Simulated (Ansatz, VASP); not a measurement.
# One calculation of AgTe2Pt, two programs

```
CELL_PARAMETERS angstrom
0.00000 3.77891 0.00000
3.77891 0.00000 0.00000
1.88946 1.88946 -7.33610
ATOMIC_POSITIONS crystal
Ag 0.75000 0.25000 0.50000
Pt 0.00000 0.00000 0.00000
Te 0.36900 0.36900 0.26200
Te 0.63100 0.63100 0.73800
```

The cell was built by a generator and needn't be a form met in nature.

Alike in both runs: task single point; functional PBEsol; k mesh 5 × 5 × 5; occupations fermi-dirac, width 0.0311 eV; no spin polarisation.

```csv
,VASP,Ansatz
version,VASP 6.6.1,Ansatz 0.2.0
potentials or method,"VASP PAW PBE potentials, release 64 (Ag, Pt, Te)",PAW plane waves
plane-wave cutoff (eV),520,499
valence electrons in the cell,33,69
```

Ansatz gave:

| Property | Result |
| --- | --- |
| gap on the k mesh at the Fermi level (eV) | none |
| pressure (GPa) | -3.7 |
| largest component of the traceless stress (GPa) | 3.47 |
| rms of the force components (eV/Å) | 1.195 |

Q: Which values does VASP return?

A: gap on the k mesh at the Fermi level (eV): none; pressure (GPa): -3.8; largest component of the traceless stress (GPa): 3.45; rms of the force components (eV/Å): 1.192.

Atom by atom the forces differ by 0.003 eV/Å (rms over components). A gap of «none» marks a metal or a gap that the smearing closes. The two sets of potentials don't hold the same shells in valence.

Caveats: the PAW data sets were made with another functional, which shifts forces and pressure a little (VASP). The runs have no spin-orbit coupling, so splittings on Pt, Te are missing.
